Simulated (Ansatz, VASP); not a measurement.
# CaMg4 in VASP and in Ansatz

Contents of INCAR:

```
SYSTEM = CaMg4
PREC = Accurate ; ENCUT = 600
EDIFF = 1E-6 ; ISMEAR = 0
SIGMA = 0.1 ; LREAL = .FALSE.
LASPH = .TRUE. ; NELM = 60
ALGO = Normal ; ISIF = 3
LWAVE = .FALSE. ; LCHARG = .FALSE.
GGA = PE ; IBRION = 2
NSW = 100 ; EDIFFG = -0.01
```

KPOINTS

```
Automatic mesh
0
G
  8 8 8
  0 0 0
```

The input POSCAR:

```
CaMg4
1.0
    5.3190542482      0.0000000000      0.0000000000
    0.0000000000      5.3190542482      0.0000000000
    0.0000000000      0.0000000000      5.3190542482
Ca Mg
1 4
Direct
    0.0000000000      0.0000000000      0.0000000000
    0.0000000000      0.5000000000      0.5000000000
    0.5000000000      0.0000000000      0.5000000000
    0.5000000000      0.5000000000      0.0000000000
    0.5000000000      0.5000000000      0.5000000000
```

Input for Ansatz:

```yaml
crystal:
  lattice:
    - [5.3190542482, 0.0, 0.0]
    - [0.0, 5.3190542482, 0.0]
    - [0.0, 0.0, 5.3190542482]
  atoms:
    - { symbol: Ca, position: [0.0, 0.0, 0.0] }
    - { symbol: Mg, position: [0.0, 0.5, 0.5] }
    - { symbol: Mg, position: [0.5, 0.0, 0.5] }
    - { symbol: Mg, position: [0.5, 0.5, 0.0] }
    - { symbol: Mg, position: [0.5, 0.5, 0.5] }
basis:
  ecutwfc: 420
kpoints:
  mp_grid: { grid: [8, 8, 8] }
hamiltonian:
  xc: pbe
scf:
  occupations: { method: gaussian, width: 0.1 }
output:
  forces: true
  stress: true
  eigenvalues: true
  write_density: true
  write_potential: true
  elf: true
  volumetric_format: npy
relax:
  adjacent_minimum: "off"
  f_tol: 0.01
  max_steps: 80
  cell: { stress_tol: 0.05 }
```

Alike in both runs: task relaxation of cell and atoms; functional PBE; k mesh 8 × 8 × 8; occupations gaussian, width 0.1 eV; no spin polarisation.

```csv
,VASP,Ansatz
version,VASP 6.6.1,Ansatz 0.2.0
potentials or method,"VASP PAW PBE potentials, release 64 (Ca_sv, Mg)","scalar-relativistic, plane waves, PAW"
plane-wave cutoff (eV),600,420
valence electrons in the cell,18,50
```

```csv
,VASP,Ansatz,Ansatz less VASP
"gap on the k mesh at the Fermi level, each at its own relaxed structure (eV)",none,none,-
relaxed volume (Å³/atom),30.83,30.82,-0.004
relaxed cell length with the largest relative difference (Å),5.362,5.362,-0.0002
energy change over the relaxation (meV/atom),-1,-1,-0.1
```

A gap of «none» marks a metal or a gap that the smearing closes. The two sets of potentials don't hold the same shells in valence.
